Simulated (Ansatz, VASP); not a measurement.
# Cd3Te2Se in VASP and in Ansatz

```
CELL_PARAMETERS angstrom
4.30617 0.00000 0.00000
-2.15309 3.72925 0.00000
0.00000 0.00000 10.54793
ATOMIC_POSITIONS crystal
Cd 0.00000 0.00000 0.00000
Cd 0.33333 0.66667 0.66667
Cd 0.66667 0.33333 0.33333
Te 0.00000 0.00000 0.75000
Te 0.66667 0.33333 0.08333
Se 0.33333 0.66667 0.41667
```

Alike in both runs: task single point; functional PBE; k mesh 6 × 6 × 2; occupations gaussian, width 0.1 eV; no spin polarisation.

|  | VASP | Ansatz |
| --- | --- | --- |
| version | VASP 6.6.1 | Ansatz 0.2.0 |
| potentials or method | VASP PAW PBE potentials, release 64 (Cd, Te, Se) | scalar-relativistic, plane waves, PAW |
| plane-wave cutoff (eV) | 520 | 420 |
| valence electrons in the cell | 54 | 108 |

|  | VASP | Ansatz | Ansatz less VASP |
| --- | --- | --- | --- |
| gap on the k mesh at the Fermi level (eV) | 0.87 | 0.87 | -0.004 |
| least direct gap on the mesh (eV) | 0.87 | 0.87 | -0.004 |
| pressure (GPa) | 11.7 | 11.4 | -0.30 |
| largest component of the traceless stress (GPa) | 0.19 | 0.19 | 0.000 |
| rms of the force components (eV/Å) | 0.330 | 0.330 | +0.0003 |

Atom by atom the forces differ by 0.001 eV/Å (rms over components). The two sets of potentials don't hold the same shells in valence.

Caveats: spin-orbit coupling is left out, which moves the levels of the heavy elements. A hybrid or GW would open this gap; PBE tends to underestimate it.
